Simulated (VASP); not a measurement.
VASP runs on YbSe (a trial cell in the litharge structure, space group P4/nmm) share one base input (PBE GGA, plane waves, VASP's PBE PAW potentials (set 64)) and change the settings named in each case.

### INCAR
```
ALGO=Normal
EDIFF=1E-6
ENCUT=400
GGA=PE
ISIF=2
ISMEAR=0
LASPH=.True.
LCHARG=.False.
LMAXMIX=6
LREAL=.False.
LWAVE=.False.
NELM=100
PREC=Accurate
SIGMA=0.05
SYSTEM=YbSe
```

### POSCAR
```
YbSe
5.9514540
  0.7935983375   0.0000000000   0.0000000000
  0.0000000000   0.7935983375   0.0000000000
  0.0000000000   0.0000000000   1.0000000000
Yb Se
2 2
Cartesian
  0.3967991687   0.0000000000   0.2368000000
  0.0000000000   0.3967991687   0.7632000000
  0.0000000000   0.0000000000   0.0000000000
  0.3967991687   0.3967991687   0.0000000000
```

**KPOINTS**
```
K-points
0
gamma
 4 4 4
```

POTCAR, in this order: Yb_2 Se (PBE.64 set). Program: vasp_std.

| change | E(σ→0) (eV/atom) | largest force (eV/Å) | −TS (eV) | irreducible k-points |
|---|---|---|---|---|
| base run | -3.5691 | 0.450 | -0.0096 | 18 |
| KGAMMA = .TRUE., KSPACING = 0.6, KPOINTS file removed | -3.5736 | 0.435 | -0.0124 | 6 |
| KGAMMA = .TRUE., KSPACING = 0.5, KPOINTS file removed | -3.5652 | 0.465 | -0.0133 | 6 |
| KGAMMA = .FALSE., KSPACING = 0.3, KPOINTS file removed | … | … | … | 12 |
| KGAMMA = .TRUE., KSPACING = 0.25, KPOINTS file removed | -3.5706 | 0.444 | -0.0057 | 30 |
| KGAMMA = .TRUE., KSPACING = 0.2, KPOINTS file removed | … | … | … | 40 |

**Question.** Complete the blanks.

**Answer.** 
- KGAMMA = .TRUE., KSPACING = 0.2, KPOINTS file removed, E(σ→0) (eV/atom): -3.5713
- KGAMMA = .TRUE., KSPACING = 0.2, KPOINTS file removed, largest force (eV/Å): 0.460
- KGAMMA = .TRUE., KSPACING = 0.2, KPOINTS file removed, −TS (eV): -0.0046
- KGAMMA = .FALSE., KSPACING = 0.3, KPOINTS file removed, E(σ→0) (eV/atom): -3.5685
- KGAMMA = .FALSE., KSPACING = 0.3, KPOINTS file removed, largest force (eV/Å): 0.373
- KGAMMA = .FALSE., KSPACING = 0.3, KPOINTS file removed, −TS (eV): -0.0087

The 4f electrons are frozen in the core of the lanthanide potential, so 4f levels, which can set the real gap, and their magnetism are missing.

Left out are runs that ran out of time, are held back, or changed the cell or the kind of run, fixed moments of cells without a moment, rows past the twelfth, gaps on odd meshes, pressures of charged cells and columns that move by less than the noise.

The structure was generated: YbSe was put into the litharge type (P4/nmm), which need not be its known phase. The cell was not relaxed at this level, forces remain on its atoms.
